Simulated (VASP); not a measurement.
A run of VASP 6.6.1 is set up as follows.

File INCAR:

```
SYSTEM = Ga2PN
PREC = Accurate
ENCUT = 520
EDIFF = 1E-7
ISMEAR = 0
SIGMA = 0.03
LREAL = .False.
LASPH = .True.
NELM = 80
ALGO = Normal
ISIF = 2
LWAVE = .False.
LCHARG = .False.
GGA = PE
KPAR = 2
```

The input KPOINTS:

```
Automatic mesh
0
Gamma
  8 8 8
  0 0 0
```

The input POSCAR:

```
Ga2PN
1.0
   -2.5236000000      2.5236000000      4.9511000000
    2.5236000000     -2.5236000000      4.9511000000
    2.5236000000      2.5236000000     -4.9511000000
Ga P N
4 2 2
Direct
    0.5677210000      0.6250000000      0.4427210000
    0.1822790000      0.1250000000      0.5572790000
    0.8750000000      0.4322790000      0.0572790000
    0.3750000000      0.8177210000      0.9427210000
    0.0000000000      0.0000000000      0.0000000000
    0.7500000000      0.2500000000      0.5000000000
    0.5000000000      0.5000000000      0.0000000000
    0.2500000000      0.7500000000      0.5000000000
```

Contents of KPOINTS_OPT:

```
path GXYSGZS1NPY1Z,XP
20
line-mode
reciprocal
 0.0000000000  0.0000000000  0.0000000000  G
 0.0000000000  0.0000000000  0.5000000000  X

 0.0000000000  0.0000000000  0.5000000000  X
-0.1298995497  0.1298995497  0.5000000000  Y

-0.1298995497  0.1298995497  0.5000000000  Y
-0.3149497749  0.3149497749  0.3149497749  S

-0.3149497749  0.3149497749  0.3149497749  S
 0.0000000000  0.0000000000  0.0000000000  G

 0.0000000000  0.0000000000  0.0000000000  G
 0.5000000000  0.5000000000 -0.5000000000  Z

 0.5000000000  0.5000000000 -0.5000000000  Z
 0.3149497749  0.6850502251 -0.3149497749  S1

 0.3149497749  0.6850502251 -0.3149497749  S1
 0.0000000000  0.5000000000  0.0000000000  N

 0.0000000000  0.5000000000  0.0000000000  N
 0.2500000000  0.2500000000  0.2500000000  P

 0.2500000000  0.2500000000  0.2500000000  P
 0.5000000000  0.5000000000 -0.1298995497  Y1

 0.5000000000  0.5000000000 -0.1298995497  Y1
 0.5000000000  0.5000000000 -0.5000000000  Z

 0.0000000000  0.0000000000  0.5000000000  X
 0.2500000000  0.2500000000  0.2500000000  P
```

Potentials or basis: VASP PAW PBE potentials, release 64 (Ga_d, P, N).

The run is started by

```console
$ cat potpaw_PBE.64/Ga_d/POTCAR potpaw_PBE.64/P/POTCAR potpaw_PBE.64/N/POTCAR > POTCAR
$ mpirun -np 2 vasp_std > vasp.out
```

Q: Predict the band gap on the k mesh.

A: 1.13 eV, direct.

Q: Estimate the pressure.

A: 0.0 GPa.

Q: Predict the band gap along the path.

A: 1.13 eV, direct.

Levels at the corners of the path, in eV from the valence-band top:
```
point  band 34  band 35  band 36  band 37  band 38  band 39
    Γ    -0.22    -0.22     0.00     1.13     1.95     2.83
    X    -1.16    -0.45    -0.45     2.08     2.08     4.64
    X    -1.16    -0.45    -0.45     2.08     2.08     4.64
    Y    -1.20    -0.76    -0.76     2.42     2.42     4.64
    Y    -1.20    -0.76    -0.76     2.42     2.42     4.64
    S    -1.68    -0.92    -0.60     2.55     3.50     3.78
    S    -1.68    -0.92    -0.60     2.55     3.50     3.78
    Γ    -0.22    -0.22     0.00     1.13     1.95     2.83
    Γ    -0.22    -0.22     0.00     1.13     1.95     2.83
    Z    -1.71    -1.10    -1.10     1.92     1.92     3.37
    Z    -1.71    -1.10    -1.10     1.92     1.92     3.37
   S1    -1.68    -0.92    -0.60     2.55     3.50     3.78
   S1    -1.68    -0.92    -0.60     2.55     3.50     3.78
    N    -1.69    -1.52    -0.38     3.35     3.63     4.09
    N    -1.69    -1.52    -0.38     3.35     3.63     4.09
    P    -1.07    -1.01    -1.01     2.70     2.70     4.29
    P    -1.07    -1.01    -1.01     2.70     2.70     4.29
   Y1    -1.20    -0.76    -0.76     2.42     2.42     4.64
   Y1    -1.20    -0.76    -0.76     2.42     2.42     4.64
    Z    -1.71    -1.10    -1.10     1.92     1.92     3.37
    X    -1.16    -0.45    -0.45     2.08     2.08     4.64
    P    -1.07    -1.01    -1.01     2.70     2.70     4.29
```

A hybrid or GW would open this gap; PBE tends to underestimate it.
